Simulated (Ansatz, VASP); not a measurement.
# AlNi: VASP beside Ansatz, part 2 of 2

One calculation is typed for both programs; each brings its own data sets. How far apart do they land? The cell is taken from a series of runs on this material, whose earlier steps may have relaxed, scaled, displaced or heated it; both programs get it as it stands.

VASP 6.6.1 and Ansatz 0.2.0.

So far: Set-up; Ansatz: zone-centre phonons, PBEsol.

## 3. VASP: zone-centre phonons, PBEsol

Level of this step: PBEsol, no spin polarisation; plane waves and PAW (Al, Ni) (VASP).

The same cell, functional, mesh and smearing now go to VASP, with its own data sets.

Lines of VASP's logs that name or quote its potential files are left out, and so is its time.

Contents of INCAR:

```
SYSTEM = AlNi
PREC = Accurate
ENCUT = 600
EDIFF = 1E-08
NELM = 120
ISMEAR = 1
SIGMA = 0.2
LREAL = .FALSE.
ALGO = Normal
GGA = PS
NBANDS = 12
LASPH = .TRUE.
LORBIT = 11
LWAVE = .FALSE.
LCHARG = .FALSE.
ISIF = 2
IBRION = 8
GGA_COMPAT = .FALSE.
KPAR = 2
```

Contents of POSCAR:

```
AlNi
1.0
    2.8903564685      0.0000000000      0.0000000000
    0.0000000000      2.8903564685      0.0000000000
    0.0000000000      0.0000000000      2.8291469320
Al Ni
1 1
Direct
    0.0000000000      0.0000000000      0.0000000000
    0.5000000000      0.5000000000      0.5000000000
```

Contents of KPOINTS:

```
Automatic mesh
0
Gamma
16 16 16
0 0 0
```

The projector-augmented-wave data sets are Al and Ni (PBE family, release 64).

Command:

```
$ mpirun -np 2 vasp_std
```

Numbers of over 12 decimals in the logs are rounded to 6 here.

Log:

```text
[banner, memory and clock lines left out]
running    2 mpi-ranks, on    1 nodes
 distrk:  each k-point on    1 cores,    2 groups
 distr:  one band on    1 cores,    1 groups

 POSCAR found type information on POSCAR AlNi
 POSCAR found :  2 types and       2 ions
|                                                                             |
|               ----> ADVICE to this user running VASP <----                  |
|                                                                             |
|     You enforced a specific xc type in the INCAR file but a different       |
|     [... a line on the potential file left out ...]
|     I HOPE YOU KNOW WHAT YOU ARE DOING!                                     |
|                                                                             |

 LDA part: xc-table for (Slater+PW92), standard interpolation
 POSCAR, INCAR and KPOINTS ok, starting setup
 FFT: planning ... GRIDC
 FFT: planning ... GRID_SOFT
 FFT: planning ... GRID
 WAVECAR not read
 entering main loop
       N       E                     dE             d eps       ncg     rms          rms(c)
DAV:   1     0.437327210017E+02    0.43733E+02   -0.60894E+03  9792   0.127E+03
DAV:   2    -0.114079938688E+02   -0.55141E+02   -0.50911E+02  9992   0.207E+02
DAV:   3    -0.131921811168E+02   -0.17842E+01   -0.17594E+01 11752   0.435E+01
DAV:   4    -0.132179498811E+02   -0.25769E-01   -0.25757E-01 10932   0.468E+00
DAV:   5    -0.132187177344E+02   -0.76785E-03   -0.76783E-03 11720   0.901E-01    0.128E+01
DAV:   6    -0.152679014872E+02   -0.20492E+01   -0.54892E+01 10804   0.117E+02    0.163E+01
DAV:   7    -0.116147527449E+02    0.36531E+01   -0.15768E+01 10916   0.696E+01    0.116E+00
DAV:   8    -0.115989053974E+02    0.15847E-01   -0.38352E-01 11908   0.730E+00    0.100E+00
DAV:   9    -0.115843995616E+02    0.14506E-01   -0.47719E-02 11768   0.314E+00    0.217E-01
DAV:  10    -0.115838610478E+02    0.53851E-03   -0.21699E-03 11980   0.698E-01    0.757E-02
DAV:  11    -0.115838638027E+02   -0.27549E-05   -0.68594E-05 12020   0.746E-02    0.241E-02
DAV:  12    -0.115838625056E+02    0.12971E-05   -0.53024E-06 12952   0.376E-02    0.430E-03
DAV:  13    -0.115838620970E+02    0.40861E-06   -0.18908E-07 14376   0.469E-03    0.147E-03
DAV:  14    -0.115838620914E+02    0.55661E-08   -0.26854E-08  7208   0.184E-03
   1 F= -.11583862E+02 E0= -.11584028E+02  d E =0.498991E-03
 Linear response reoptimize wavefunctions to high precision
DAV:   1    -0.115838621129E+02   -0.21443E-07   -0.66554E-09 10900   0.133E-03
DAV:   2    -0.115838621129E+02   -0.13870E-10   -0.60207E-11  5548   0.770E-05
 Linear response DOF=           4
 Linear response progress:
  Degree of freedom:   1/  4
       N       E                     dE             d eps       ncg     rms          rms(c)
RMM:   1    -0.587270721945E-02   -0.58727E-02    0.34442E-03 39162   0.645E-01
RMM:   2    -0.559358250625E-02    0.27912E-03   -0.11422E-04 26509   0.232E-01    0.594E-02
RMM:   3    -0.558582232997E-02    0.77602E-05   -0.10639E-04 28500   0.822E-02    0.295E-02
RMM:   4    -0.565917638919E-02   -0.73354E-04   -0.42970E-05 28486   0.497E-02    0.606E-03
RMM:   5    -0.566439999500E-02   -0.52236E-05   -0.24847E-06 28922   0.118E-02    0.161E-03
RMM:   6    -0.566478299786E-02   -0.38300E-06   -0.11768E-07 28671   0.279E-03    0.848E-04
RMM:   7    -0.566474082566E-02    0.42172E-07   -0.12473E-08 27079   0.128E-03    0.671E-04
RMM:   8    -0.566465839855E-02    0.82427E-07   -0.30707E-09 30203   0.413E-04    0.221E-04
RMM:   9    -0.566492403494E-02   -0.26564E-06   -0.39485E-10 30300   0.129E-04    0.114E-05
RMM:  10    -0.566489400103E-02    0.30034E-07   -0.16080E-11 30722   0.432E-05    0.741E-06
RMM:  11    -0.566491148281E-02   -0.17482E-07   -0.67423E-11 30528   0.184E-05    0.227E-06
RMM:  12    -0.566490895347E-02    0.25293E-08   -0.40922E-11 30435   0.777E-06    0.854E-07
 first order change of Fermi-energy   0.34112E-04
 force on displaced ion       1 direction 1 :  -6.058   0.000   0.000
 Linear response progress:
  Degree of freedom:   2/  4
       N       E                     dE             d eps       ncg     rms          rms(c)
RMM:   1    -0.550433149425E-02   -0.55043E-02    0.16197E-03 21554   0.608E-01
RMM:   2    -0.523673619844E-02    0.26760E-03   -0.14125E-04 14835   0.214E-01    0.559E-02
RMM:   3    -0.523302099266E-02    0.37152E-05   -0.87915E-05 15829   0.747E-02    0.285E-02
RMM:   4    -0.530255863724E-02   -0.69538E-04   -0.36697E-05 15796   0.461E-02    0.576E-03
RMM:   5    -0.530757783117E-02   -0.50192E-05   -0.17224E-06 16056   0.108E-02    0.182E-03
RMM:   6    -0.530840056965E-02   -0.82274E-06   -0.75794E-08 15086   0.314E-03    0.924E-04
RMM:   7    -0.530837460159E-02    0.25968E-07   -0.22368E-08 14642   0.171E-03    0.541E-04
RMM:   8    -0.530822398785E-02    0.15061E-06   -0.11273E-09 16776   0.508E-04    0.237E-04
RMM:   9    -0.530850997534E-02   -0.28599E-06   -0.21483E-09 16717   0.144E-04    0.125E-05
RMM:  10    -0.530848298181E-02    0.26994E-07   -0.47044E-11 16991   0.469E-05    0.125E-05
RMM:  11    -0.530849685072E-02   -0.13869E-07   -0.32053E-10 16927   0.182E-05    0.467E-06
RMM:  12    -0.530849592355E-02    0.92717E-09   -0.29522E-11 16660   0.765E-06    0.390E-07
 first order change of Fermi-energy  -0.15926E-03
 force on displaced ion       1 direction 3 :   0.000   0.000  -6.011
 Linear response progress:
  Degree of freedom:   3/  4
       N       E                     dE             d eps       ncg     rms          rms(c)
RMM:   1    -0.186639446880E+00   -0.18664E+00   -0.99348E-02 25855   0.266E+00
RMM:   2    -0.185213210458E+00    0.14262E-02   -0.16402E-03 25908   0.496E-01    0.130E-01
RMM:   3    -0.185227105918E+00   -0.13895E-04   -0.12438E-04 27706   0.956E-02    0.771E-02
RMM:   4    -0.185661341995E+00   -0.43424E-03   -0.18316E-04 29719   0.105E-01    0.533E-03
RMM:   5    -0.185639364442E+00    0.21978E-04   -0.33576E-06 30400   0.194E-02    0.338E-03
RMM:   6    -0.185632682309E+00    0.66821E-05   -0.21785E-07 27774   0.559E-03    0.243E-03
RMM:   7    -0.185621078089E+00    0.11604E-04   -0.94646E-08 29219   0.354E-03    0.470E-04
RMM:   8    -0.185615504690E+00    0.55734E-05   -0.80838E-09 31298   0.819E-04    0.684E-05
RMM:   9    -0.185614832418E+00    0.67227E-06   -0.99607E-10 31742   0.169E-04    0.114E-05
RMM:  10    -0.185614711967E+00    0.12045E-06   -0.30980E-10 32164   0.558E-05    0.860E-06
RMM:  11    -0.185614760587E+00   -0.48620E-07   -0.36575E-10 31679   0.282E-05    0.235E-06
RMM:  12    -0.185614768158E+00   -0.75715E-08   -0.28006E-10 32133   0.170E-05    0.722E-07
 first order change of Fermi-energy   0.68339E-03
 force on displaced ion       2 direction 1 :  -6.089   0.000   0.000
 Linear response progress:
  Degree of freedom:   4/  4
       N       E                     dE             d eps       ncg     rms          rms(c)
RMM:   1    -0.185725819711E+00   -0.18573E+00   -0.98118E-02 14378   0.266E+00
RMM:   2    -0.184460525366E+00    0.12653E-02   -0.16517E-03 14415   0.491E-01    0.129E-01
RMM:   3    -0.184440943552E+00    0.19582E-04   -0.12147E-04 15389   0.959E-02    0.763E-02
RMM:   4    -0.184833985341E+00   -0.39304E-03   -0.19457E-04 16421   0.110E-01    0.625E-03
RMM:   5    -0.184820571448E+00    0.13414E-04   -0.39649E-06 16728   0.214E-02    0.452E-03
RMM:   6    -0.184810590393E+00    0.99811E-05   -0.23409E-07 15092   0.608E-03    0.288E-03
RMM:   7    -0.184794929648E+00    0.15661E-04   -0.62508E-08 16262   0.294E-03    0.357E-04
RMM:   8    -0.184790453535E+00    0.44761E-05   -0.18526E-09 17423   0.628E-04    0.820E-05
RMM:   9    -0.184790034301E+00    0.41923E-06   -0.45021E-10 17347   0.243E-04    0.348E-05
RMM:  10    -0.184789534946E+00    0.49935E-06   -0.31384E-10 17201   0.901E-05    0.134E-05
RMM:  11    -0.184789574754E+00   -0.39808E-07   -0.51702E-10 16951   0.420E-05    0.200E-06
RMM:  12    -0.184789590953E+00   -0.16199E-07   -0.25873E-10 17953   0.214E-05    0.127E-06
RMM:  13    -0.184789597029E+00   -0.60754E-08   -0.23289E-10 15990   0.153E-05    0.250E-07
 first order change of Fermi-energy   0.26293E-02
 force on displaced ion       2 direction 3 :  -0.000  -0.000  -6.022
 Linear response finished
```

OUTCAR, selected parts (step 3):

```text
ion  position               nearest neighbor table
   1  0.000  0.000  0.000-   2 2.49   2 2.49   2 2.49   2 2.49   2 2.49   2 2.49   2 2.49   2 2.49

  LATTYP: Found a simple tetragonal cell.
 ALAT       =     2.8903564685
 C/A-ratio  =     0.9788228417

 Subroutine GETGRP returns: Found 16 space group operations
 (whereof 16 operations were pure point group operations)

The static configuration has the point symmetry D_4h.

 Found    405 irreducible k-points:

   k-points           NKPTS =    405   k-points in BZ     NKDIM =    405   number of bands    NBANDS=     12

   dimension x,y,z NGX =    24 NGY =   24 NGZ =   24
   dimension x,y,z NGXF=    48 NGYF=   48 NGZF=   48

   ENCUT  =  600.0 eV  44.10 Ry    6.64 a.u.   5.77  5.77  5.65*2*pi/ulx,y,z

   NELECT =      13.0000    total number of electrons

 k-points in reciprocal lattice and weights: Automatic mesh
   0.00000000  0.00000000  0.00000000       0.000
   0.06250000  0.00000000  0.00000000       0.001
   0.12500000  0.00000000  0.00000000       0.001
   0.18750000  0.00000000  0.00000000       0.001
   0.25000000  0.00000000  0.00000000       0.001
   0.31250000  0.00000000  0.00000000       0.001
   0.37500000  0.00000000  0.00000000       0.001
   0.43750000  0.00000000  0.00000000       0.001
   0.50000000  0.00000000  0.00000000       0.000
[...]
0.50000000  0.43750000  0.50000000       0.001
   0.50000000  0.50000000  0.50000000       0.000

 average (electrostatic) potential at core
       1 -69.6436       2 -81.1971

  Total       -0.2909782     -0.2909782      0.0272519      0.0000000      0.0000000      0.0000000
  in kB      -19.7248027    -19.7248027      1.8473467      0.0000000      0.0000000      0.0000000
  external PRESSURE =     -12.5340862 kB  Pullay stress =       0.0000000 kB

  energy-cutoff  :      600.00
  volume of cell :       23.64
      direct lattice vectors                 reciprocal lattice vectors
     2.890356468  0.000000000  0.000000000     0.345978086  0.000000000  0.000000000
     0.000000000  2.890356468  0.000000000     0.000000000  0.345978086  0.000000000
     0.000000000  0.000000000  2.829146932     0.000000000  0.000000000  0.353463438

 POSITION                                       TOTAL-FORCE (eV/Angst)
 -----------------------------------------------------------------------------------
      0.00000      0.00000      0.00000         0.000000      0.000000      0.000000
      1.44518      1.44518      1.41457         0.000000      0.000000      0.000000
 -----------------------------------------------------------------------------------
    total drift:                                0.000000      0.000000     -0.000000

 Eigenvectors and eigenvalues of the dynamical matrix
 ----------------------------------------------------

   1 f  =    8.957137 THz    56.279351 2PiTHz  298.777924 cm-1    37.043725 meV
             X         Y         Z           dx          dy          dz
      0.000000  0.000000  0.000000     0.000000    0.827021    0.000000
      1.445178  1.445178  1.414573     0.000000   -0.562171    0.000000

   2 f  =    8.957137 THz    56.279351 2PiTHz  298.777924 cm-1    37.043725 meV
             X         Y         Z           dx          dy          dz
      0.000000  0.000000  0.000000    -0.827021    0.000000    0.000000
      1.445178  1.445178  1.414573     0.562171    0.000000    0.000000

   3 f  =    8.917827 THz    56.032358 2PiTHz  297.466683 cm-1    36.881152 meV
             X         Y         Z           dx          dy          dz
      0.000000  0.000000  0.000000     0.000000   -0.000000    0.827460
      1.445178  1.445178  1.414573     0.000000    0.000000   -0.561525

   4 f/i=    0.003579 THz     0.022489 2PiTHz    0.119388 cm-1     0.014802 meV
             X         Y         Z           dx          dy          dz
      0.000000  0.000000  0.000000     0.000000    0.000000   -0.561525
      1.445178  1.445178  1.414573     0.000000    0.000000   -0.827460

   5 f/i=    0.010587 THz     0.066517 2PiTHz    0.353130 cm-1     0.043783 meV
             X         Y         Z           dx          dy          dz
      0.000000  0.000000  0.000000     0.498825   -0.259247   -0.000000
      1.445178  1.445178  1.414573     0.733832   -0.381384    0.000000

   6 f/i=    0.010587 THz     0.066517 2PiTHz    0.353130 cm-1     0.043783 meV
             X         Y         Z           dx          dy          dz
      0.000000  0.000000  0.000000    -0.259247   -0.498825   -0.000000
      1.445178  1.445178  1.414573    -0.381384   -0.733832    0.000000

 ELASTIC MODULI CONTR FROM IONIC RELAXATION (kBar)
 Direction    XX          YY          ZZ          XY          YZ          ZX
 --------------------------------------------------------------------------------
 XX           0.0000      0.0000      0.0000      0.0000      0.0000      0.0000
 YY           0.0000      0.0000      0.0000      0.0000      0.0000      0.0000
 ZZ           0.0000      0.0000      0.0000      0.0000      0.0000      0.0000
 XY           0.0000      0.0000      0.0000      0.0000      0.0000      0.0000
 YZ           0.0000      0.0000      0.0000      0.0000      0.0000      0.0000
 ZX           0.0000      0.0000      0.0000      0.0000      0.0000      0.0000
 --------------------------------------------------------------------------------
```

This run has no spin polarisation, so a moment on Ni, if there is one, isn't seen. Its electron count is odd, so without a moment it is a metal by construction.

## 4. Differences

Known differences besides the potentials themselves: the data sets hold 21 valence electrons in Ansatz (on its PAW soft_1 files) and 13 in VASP; the cutoff is 420 eV in Ansatz and 600 eV in VASP; Ansatz makes its cores anew for this functional, VASP keeps those of its PBE data sets. Total energies have different zeros and are not compared.

The two programs side by side:

| quantity | Ansatz | VASP | difference |
| --- | --- | --- | --- |
| optical mode 1 (cm⁻¹) | 296.1 | 297.5 | -0.44 % |
| optical mode 2 to 3 (cm⁻¹) | 297.2 | 298.8 | -0.51 % |

Modes are paired by rising frequency, not by their patterns, so a pair may set unlike modes beside each other; they are those without the splitting of longitudinal modes.

## 5. Outcome

```json
{"r.m.s. difference of the optical zone-centre modes, each program's sorted by frequency (zone-centre phonons, PBEsol)": "1.5 cm⁻¹", "difference in optical mode 2 to 3 (zone-centre phonons, PBEsol)": "-0.5 %"}
```

**Reading.** The r.m.s. difference of the optical zone-centre modes, each program's sorted by frequency is 1.5 cm⁻¹ (zone-centre phonons, PBEsol). The data sets hold unlike numbers of valence electrons (21 in Ansatz and 13 in VASP), so part of the differences comes from the potentials. Among the rows given in per cent, the largest difference of the zone-centre phonons, PBEsol pair is in optical mode 2 to 3, -0.5 %. Such differences can come from data sets, numerical settings and the points named under the comparisons, not from the functional's error against experiment.

[Lines on the potential files, build, host, timing and source positions are cut from VASP's logs without a mark.]

[Logs are printed without paths, hosts, clocks, repeated set-up lines and the standing remarks that a program may print on its own settings, such as how far it seeks lower states.]

[Hosts, paths, dates, database ids (printed as entryN), source tags and the programs' standing remarks are cut or masked in the printed files.]
